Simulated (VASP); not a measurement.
# A VASP study of HfTiGeC (SCAN): structure first, properties next

What structure does HfTiGeC take at this level, and what are its properties? The steps: rough relaxation of the start cell, relaxing cell and atoms (SCAN) and second relaxation. The cell is invented: it takes the structure of a Materials Project entry for ZrTiC2 (space group 123 there), with some of its atoms replaced by other elements, volume scaled by an estimate. It may not be a known or stable phase. The atoms of the start are displaced at random from the sites of a P4/mmm cell.

Program: VASP 6.6.1. Level of theory: SCAN; plane waves and PAW (Hf_pv, Ge_d, Ti_sv, C); invented cell. Results are calculated unless marked as measured.

## (1) The starting structure

Before any relaxation, the start is as follows. It takes space group P1 (No. 1, triclinic). The conventional cell has a = 3.379 Å, b = 3.379 Å, c = 4.754 Å, α = 90.00°, β = 90.00°, γ = 90.00°. Hf has 2 C at 2.37 to 2.38 Å and 4 Ge at 2.38 to 2.40 Å nearest. Ge has 2 Ti at 2.36 to 2.39 Å and 4 Hf at 2.38 to 2.40 Å nearest. Nearest to Ti lie 2 Ge at 2.36 to 2.39 Å and 4 C at 2.37 to 2.41 Å. C has 4 Ti at 2.37 to 2.41 Å and 2 Hf at 2.37 to 2.38 Å nearest. It derives from ZrTiC2. it takes the structure of a Materials Project entry for ZrTiC2 (space group 123 there), with some of its atoms replaced by other elements, volume scaled by an estimate. Farther neighbours are not listed.

Coordinates:

```
Hf Ge Ti C
1.0
     3.37850    0.00000    0.00000
     0.00000    3.37850    0.00000
     0.00000    0.00000    4.75358
Hf Ge Ti C
1 1 1 1
Cartesian
  1.6827 1.7049 -0.0081
  -0.0190 0.0178 0.0028
  0.0079 0.0075 2.3651
  1.7050 1.6791 2.3747
```

## (2) Rough relaxation of the start cell

The start is only an estimate, so a cheap relaxation brings it near a minimum before any careful run. SCAN adds the kinetic-energy density; it is numerically more delicate than r2SCAN.

The input, INCAR:

```
SYSTEM = HfTiGeC
PREC = Normal
ENCUT = 520
EDIFF = 1E-05
NELM = 60
ISMEAR = -1
SIGMA = 0.05
LREAL = .FALSE.
ALGO = Normal
METAGGA = SCAN
LASPH = .TRUE.
NBANDS = 26
LORBIT = 11
LWAVE = .FALSE.
LCHARG = .FALSE.
KPAR = 2
IBRION = 2
NSW = 40
ISIF = 3
EDIFFG = -0.04
```

The input, POSCAR:

```
HfTiGeC
1.0
    3.3785040000      0.0000000000      0.0000000000
    0.0000000000      3.3785040000      0.0000000000
    0.0000000000      0.0000000000      4.7535840000
Hf Ge Ti C
1 1 1 1
Direct
    0.4980580000      0.5046350000     -0.0017120000
   -0.0056230000      0.0052750000      0.0005920000
    0.0023380000      0.0022220000      0.4975320000
    0.5046560000      0.4970090000      0.4995500000
```

The input, KPOINTS:

```
Automatic mesh
0
Gamma
5 5 4
0 0 0
```

The projector-augmented-wave data sets are Hf_pv, Ge_d, Ti_sv and C (PBE family, release 64).

The run is started by

```
> mpirun -np 2 vasp_std
```

Output:

```text
[banner, memory and clock lines left out]
running    2 mpi-ranks, on    1 nodes
 distrk:  each k-point on    1 cores,    2 groups
 distr:  one band on    1 cores,    1 groups

 POSCAR found type information on POSCAR HfGeTiC
 POSCAR found :  4 types and       4 ions
|                                                                             |
|               ----> ADVICE to this user running VASP <----                  |
|                                                                             |
|     You enforced a specific xc type in the INCAR file but a different       |
|     [... a line on the potential file left out ...]
|     I HOPE YOU KNOW WHAT YOU ARE DOING!                                     |
|                                                                             |

 LDA part: xc-table for (None), standard interpolation
 POSCAR, INCAR and KPOINTS ok, starting setup
 FFT: planning ... GRIDC
 FFT: planning ... GRID_SOFT
 FFT: planning ... GRID
 WAVECAR not read
 entering main loop
       N       E                     dE             d eps       ncg     rms          rms(c)
DAV:   1     0.309836522831E+03    0.30984E+03   -0.21311E+04  3030   0.320E+03
DAV:   2    -0.621810544882E+02   -0.37202E+03   -0.36325E+03  2790   0.678E+02
DAV:   3    -0.118301757142E+03   -0.56121E+02   -0.54580E+02  3934   0.178E+02
DAV:   4    -0.121914635767E+03   -0.36129E+01   -0.35944E+01  3818   0.408E+01
DAV:   5    -0.122040819716E+03   -0.12618E+00   -0.12612E+00  3948   0.626E+00    0.777E+01
DAV:   6    -0.109223751035E+03    0.12817E+02   -0.50143E+01  3550   0.528E+01    0.324E+01
DAV:   7    -0.110511846202E+03   -0.12881E+01   -0.46391E+01  3678   0.356E+01    0.301E+01
DAV:   8    -0.108401562095E+03    0.21103E+01   -0.73579E+00  3876   0.187E+01    0.351E+00
DAV:   9    -0.108450628823E+03   -0.49067E-01   -0.53242E-01  3646   0.506E+00    0.254E+00
DAV:  10    -0.108460918935E+03   -0.10290E-01   -0.54828E-02  3966   0.174E+00    0.168E+00
DAV:  11    -0.108458452611E+03    0.24663E-02   -0.29819E-02  3686   0.115E+00    0.328E-01
DAV:  12    -0.108458489342E+03   -0.36731E-04   -0.38413E-03  3946   0.425E-01    0.870E-02
DAV:  13    -0.108458935712E+03   -0.44637E-03   -0.41775E-04  3260   0.142E-01    0.111E-01
DAV:  14    -0.108458905025E+03    0.30687E-04   -0.11920E-04  3660   0.840E-02    0.382E-02
DAV:  15    -0.108458988619E+03   -0.83595E-04   -0.50373E-05  3212   0.511E-02    0.275E-02
DAV:  16    -0.108458968146E+03    0.20473E-04   -0.16804E-05  2266   0.270E-02    0.500E-03
DAV:  17    -0.108458968832E+03   -0.68585E-06   -0.98871E-07  1564   0.927E-03
   1 F= -.10845897E+03 E0= -.10845659E+03  d E =-.108459E+03
 curvature:   0.00 expect dE= 0.000E+00 dE for cont linesearch  0.000E+00
 trial: gam= 0.00000 g(F)=  0.207E-01 g(S)=  0.171E+01 ort = 0.000E+00 (trialstep = 0.100E+01)
 search vector abs. value=  0.173E+01
 bond charge predicted
       N       E                     dE             d eps       ncg     rms          rms(c)
DAV:   1    -0.137305738178E+03   -0.28847E+02   -0.52187E+02  3094   0.337E+02    0.800E+01
DAV:   2    -0.171777256896E+03   -0.34472E+02   -0.19757E+03  4134   0.244E+02    0.324E+01
DAV:   3    -0.129490511270E+03    0.42287E+02   -0.57987E+01  3242   0.953E+01    0.241E+01
DAV:   4    -0.112722778260E+03    0.16768E+02   -0.35330E+01  3718   0.455E+01    0.128E+01
DAV:   5    -0.108790481338E+03    0.39323E+01   -0.18089E+01  3978   0.270E+01    0.585E+00
DAV:   6    -0.109457740613E+03   -0.66726E+00   -0.11003E+01  3840   0.160E+01    0.140E+01
DAV:   7    -0.109901281560E+03   -0.44354E+00   -0.41318E+01  4076   0.294E+01    0.742E+00
DAV:   8    -0.109087661367E+03    0.81362E+00   -0.12946E+00  3790   0.686E+00    0.612E+00
DAV:   9    -0.108425802108E+03    0.66186E+00   -0.16296E+00  4010   0.696E+00    0.216E+00
DAV:  10    -0.108380742706E+03    0.45059E-01   -0.17513E-01  3696   0.303E+00    0.109E+00
DAV:  11    -0.108370991613E+03    0.97511E-02   -0.79519E-02  3918   0.153E+00    0.195E-01
DAV:  12    -0.108372470137E+03   -0.14785E-02   -0.60756E-03  3622   0.584E-01    0.286E-01
DAV:  13    -0.108372070867E+03    0.39927E-03   -0.85258E-04  3228   0.195E-01    0.167E-01
DAV:  14    -0.108372007647E+03    0.63219E-04   -0.39730E-03  3918   0.333E-01    0.141E-01
DAV:  15    -0.108371798192E+03    0.20946E-03   -0.57179E-04  4096   0.136E-01    0.341E-02
DAV:  16    -0.108371789108E+03    0.90842E-05   -0.35572E-05  3038   0.451E-02
   2 F= -.10837179E+03 E0= -.10836621E+03  d E =0.871797E-01
[... from here on, the cycles between the ionic steps are left out ...]
   3 F= -.10881472E+03 E0= -.10881057E+03  d E =-.355750E+00
   4 F= -.10881501E+03 E0= -.10881092E+03  d E =-.356038E+00
   5 F= -.10881490E+03 E0= -.10881086E+03  d E =-.355931E+00
   6 F= -.10882491E+03 E0= -.10881988E+03  d E =-.100053E-01
   7 F= -.10882590E+03 E0= -.10882107E+03  d E =-.110005E-01
   8 F= -.10882589E+03 E0= -.10882108E+03  d E =-.109941E-01
   9 F= -.10882686E+03 E0= -.10882190E+03  d E =-.965520E-03
  10 F= -.10882688E+03 E0= -.10882190E+03  d E =-.981260E-03
  11 F= -.10882768E+03 E0= -.10882272E+03  d E =-.805361E-03
 trial-energy change:   -0.000805  1 .order   -0.000830   -0.001095   -0.000565
 step:   1.5306(harm=  1.5306)  dis= 0.00808  next Energy=  -108.828007 (dE=-0.113E-02)
 bond charge predicted
       N       E                     dE             d eps       ncg     rms          rms(c)
DAV:   1    -0.108826201506E+03    0.14734E-02   -0.26992E-01  3220   0.694E+00    0.327E-01
DAV:   2    -0.108828107575E+03   -0.19061E-02   -0.23598E-02  2728   0.122E+00    0.166E-01
DAV:   3    -0.108827974048E+03    0.13353E-03   -0.27819E-03  3736   0.378E-01    0.960E-02
DAV:   4    -0.108827905747E+03    0.68300E-04   -0.25774E-04  4144   0.120E-01    0.553E-02
DAV:   5    -0.108827922845E+03   -0.17098E-04   -0.47421E-05  3490   0.630E-02    0.212E-02
DAV:   6    -0.108827945317E+03   -0.22471E-04   -0.10145E-05  1896   0.237E-02    0.807E-03
DAV:   7    -0.108827957068E+03   -0.11751E-04   -0.26008E-06  1520   0.153E-02    0.285E-03
DAV:   8    -0.108827962079E+03   -0.50111E-05   -0.11178E-06  1480   0.977E-03
  12 F= -.10882796E+03 E0= -.10882302E+03  d E =-.108677E-02
 curvature:  -1.37 expect dE=-0.216E-03 dE for cont linesearch -0.776E-05
 trial: gam= 0.04535 g(F)=  0.101E-03 g(S)=  0.569E-04 ort =-0.122E-03 (trialstep = 0.898E+00)
 search vector abs. value=  0.152E-03
 reached required accuracy - stopping structural energy minimisation
```

Run time: 4.6 min. Hardware: 2 MPI ranks of Intel Xeon 6975P-C (Granite Rapids), shared host; peak memory 0.39 GiB.

The logs omit lines about the potential files and the build; timing stands in the text.

OUTCAR, selected parts (step 2):

```text
ion  position               nearest neighbor table
   1  0.498  0.505  0.998-   4 2.37   2 2.38   2 2.38   4 2.38   2 2.40   2 2.40   3 3.36   3 3.36
                             3 3.36   3 3.37   3 3.37   3 3.38   3 3.38   3 3.38
   2  0.994  0.005  0.001-   3 2.36   1 2.38   1 2.38   3 2.39   1 2.40   1 2.40
   3  0.002  0.002  0.498-   2 2.36   4 2.37   4 2.38   2 2.39   4 2.40   4 2.41   1 3.36   1 3.36
                             1 3.36   1 3.37   1 3.37   1 3.38   1 3.38   1 3.38
   4  0.505  0.497  0.500-   3 2.37   1 2.37   3 2.38   1 2.38   3 2.40   3 2.41

  LATTYP: Found a simple tetragonal cell.
 ALAT       =     3.3785040000
 C/A-ratio  =     1.4070085458

 Subroutine GETGRP returns: Found  1 space group operations
 (whereof  1 operations were pure point group operations)

The static configuration has the point symmetry C_1 .

 Found     51 irreducible k-points:

   k-points           NKPTS =     51   k-points in BZ     NKDIM =     51   number of bands    NBANDS=     26

   dimension x,y,z NGX =    20 NGY =   20 NGZ =   28
   dimension x,y,z NGXF=    40 NGYF=   40 NGZF=   56

   ENCUT  =  520.0 eV  38.22 Ry    6.18 a.u.   6.28  6.28  8.84*2*pi/ulx,y,z

   NELECT =      40.0000    total number of electrons

 k-points in reciprocal lattice and weights: Automatic mesh
   0.00000000  0.00000000  0.00000000       0.010
   0.20000000  0.00000000  0.00000000       0.020
   0.00000000  0.20000000  0.00000000       0.020
   0.40000000  0.00000000  0.00000000       0.020
   0.00000000  0.40000000  0.00000000       0.020
   0.20000000  0.20000000  0.00000000       0.020
  -0.20000000  0.20000000  0.00000000       0.020
   0.40000000  0.20000000  0.00000000       0.020
  -0.20000000  0.40000000  0.00000000       0.020
[...]
0.40000000  0.40000000  0.50000000       0.020
  -0.40000000  0.40000000  0.50000000       0.020

 average (electrostatic) potential at core
       1 -39.0140       2 -76.8426       3 -79.3102       4 -49.3038

 E-fermi :   6.8432

 k-point     1 :       0.0000    0.0000    0.0000
  band No.  band energies     occupation
    ...
     14      -2.9265      2.00000
     15       3.7702      2.00000
     16       5.0799      2.00000
     17       6.5391      1.99545
     18       6.5471      1.99466
     19       7.2155      0.00117
     20       7.2203      0.00106
     21       7.6553      0.00000
     22       7.8463      0.00000
     23       7.9399      0.00000
    ...

 k-point     2 :       0.2000    0.0000    0.0000
  band No.  band energies     occupation
    ...
     16       3.8836      2.00000
     17       5.6571      2.00000
     18       5.8232      2.00000
     19       6.2969      1.99996
     20       6.3269      1.99993
     21       7.4256      0.00002
     22       7.4556      0.00001
     23       8.1397      0.00000
     24       9.0241      0.00000
     25       9.8939      0.00000
    ...

 k-point     3 :       0.0000    0.2000    0.0000
  band No.  band energies     occupation
    ...
     16       3.8802      2.00000
     17       5.6756      2.00000
     18       5.8076      2.00000
     19       6.3028      1.99996
     20       6.3240      1.99994
     21       7.4261      0.00002
     22       7.4529      0.00001
     23       8.1416      0.00000
     24       9.0276      0.00000
     25       9.9014      0.00000
    ...

  Total       -0.0452047     -0.0317683      0.0372559     -0.0092237      0.0014932      0.0073415
  in kB       -1.2100985     -0.8504148      0.9973140     -0.2469110      0.0399714      0.1965261
  external PRESSURE =      -0.3543998 kB  Pullay stress =       0.0000000 kB

  energy-cutoff  :      520.00
  volume of cell :       59.85
      direct lattice vectors                 reciprocal lattice vectors
     3.536578234  0.000307147 -0.000494233     0.282759198 -0.000023728  0.000037402
     0.000296962  3.539135750  0.000202294    -0.000024542  0.282554861 -0.000018346
    -0.000632490  0.000310428  4.781816021     0.000029226 -0.000011956  0.209125574

 POSITION                                       TOTAL-FORCE (eV/Angst)
 -----------------------------------------------------------------------------------
      1.76768      1.77642      4.77319         0.009590      0.013337      0.000508
     -0.00009      0.00687      4.77944        -0.018401      0.007764     -0.007286
      3.53164      0.02299      2.38769        -0.004996      0.009705      0.009859
      1.77031      1.76675      2.38504         0.013806     -0.030806     -0.003080
 -----------------------------------------------------------------------------------
    total drift:                                0.014739     -0.076353      0.028897

  FREE ENERGIE OF THE ION-ELECTRON SYSTEM (eV)
  ---------------------------------------------------
  free  energy   TOTEN  =      -108.8279620793 eV

  energy  without entropy=     -108.8180876070  energy(sigma->0) =     -108.82302484

 reached required accuracy - stopping structural energy minimisation

 total charge
# of ion       s       p       d       tot
------------------------------------------
    1        0.285   6.555   1.831   8.671
    2        1.192   1.653  10.053  12.898
    3        2.156   6.132   1.815  10.103
    4        0.890   1.332   0.000   2.222
--------------------------------------------------
tot          4.523  15.672  13.699  33.894

[... 3 further parts left out ...]
```

CONTCAR:

```
HfTiGeC
   1.00000000000000
     3.5365782342231591    0.0003071472142752   -0.0004942328497578
     0.0002969618200951    3.5391357504016363    0.0002022944686300
    -0.0006324897230179    0.0003104280756471    4.7818160209502167
  Hf              Ge              Ti              C
     1     1     1     1
Direct
     0.4999641236833053    0.5018064437679114    0.9982258719592371
     0.0001518207894913    0.0018535369804172    0.9995040886038726
     0.9986934268485653    0.0063642675102658    0.4994295568832478
     0.5006196286786374    0.4991167517414053    0.4988024825536409
```

The k-mesh is coarse for a metal. Harder data sets than Hf_pv exist (the GW ones), and pressures, volumes and forces can shift noticeably with them. This relaxation is a rough one on cheap settings, only to bring the start near its minimum. The PAW data sets were made with PBE, which is usual practice but a small mismatch for other functionals. After so large a change of volume the plane waves of the start cell no longer fit, so the final stress carries a basis-set error.

Relaxation path:

```tsv
step	energy less that of the first step (eV)	largest force (eV/Å)	pressure (GPa)	volume (Å³)
1	0.0000	0.4328	19.20	54.26
2	0.0872	0.3115	-15.91	67.99
3	-0.3558	0.1373	-1.29	60.20
4	-0.3560	0.1312	-0.89	60.04
5	-0.3559	0.1267	-0.55	59.92
6	-0.3659	0.1023	0.78	59.57
7	-0.3669	0.0934	0.47	59.65
8	-0.3669	0.0928	0.44	59.66
9	-0.3679	0.0798	-0.28	59.93
10	-0.3679	0.0797	-0.38	59.97
11	-0.3687	0.0527	-0.15	59.91
12	-0.3690	0.0339	-0.04	59.85
```

```tsv
cell as run	before	after	change
a (Å)	3.379	3.537	+4.7 %
b (Å)	3.379	3.539	+4.8 %
c (Å)	4.754	4.782	+0.6 %
β (°)	90.00	90.02	+0.0 %
volume (Å³/atom)	13.56	14.96	+10.3 %
```

The atoms that moved most (Å, as changes of fractional coordinates times the final cell):

```tsv
atom	dx	dy	dz	length
Ge2	0.020	-0.012	-0.005	0.024
Ti3	-0.013	0.015	0.009	0.022
C4	-0.014	0.007	-0.004	0.016
Hf1	0.007	-0.010	0.000	0.012
```

Final coordinates:

```cif
data_structure
_symmetry_space_group_name_H-M 'P 1'
_symmetry_Int_Tables_number 1
_cell_length_a 3.5366
_cell_length_b 3.5391
_cell_length_c 4.7818
_cell_angle_alpha 89.993
_cell_angle_beta 90.016
_cell_angle_gamma 89.990
_cell_volume 59.85
loop_
_atom_site_label
_atom_site_type_symbol
_atom_site_fract_x
_atom_site_fract_y
_atom_site_fract_z
_atom_site_occupancy
Hf1 Hf 0.49996 0.50181 0.99823 1
Ge2 Ge 0.00015 0.00185 0.99950 1
Ti3 Ti 0.99869 0.00636 0.49943 1
C4 C 0.50062 0.49912 0.49880 1
```

This step gave:

```
electrons                       : 40
bands                           : 26
irreducible k-points            : 51
symmetry operations             : 1
free energy (TOTEN)             : -108.8280 eV
energy at zero smearing         : -108.8230 eV
Fermi energy                    : 6.843 eV
pressure                        : -0.03544 GPa
metallic                        : yes
SCF cycles over all ionic steps : 116
```

It ends with a largest force of 0.034 eV/Å and a pressure of -0.04 GPa.

[end of part 1 of 2]

[Lines on the potential files, build, host, timing and source positions are cut from VASP's logs without a mark.]

[Logs are printed without paths, hosts, clocks, repeated set-up lines and the standing remarks that a program may print on its own settings, such as how far it seeks lower states.]

[Hosts, paths, dates, database ids (printed as entryN), source tags and the programs' standing remarks are cut or masked in the printed files.]

[A measured line is paired with the nearest computed mode of its activity, which favours agreement.]
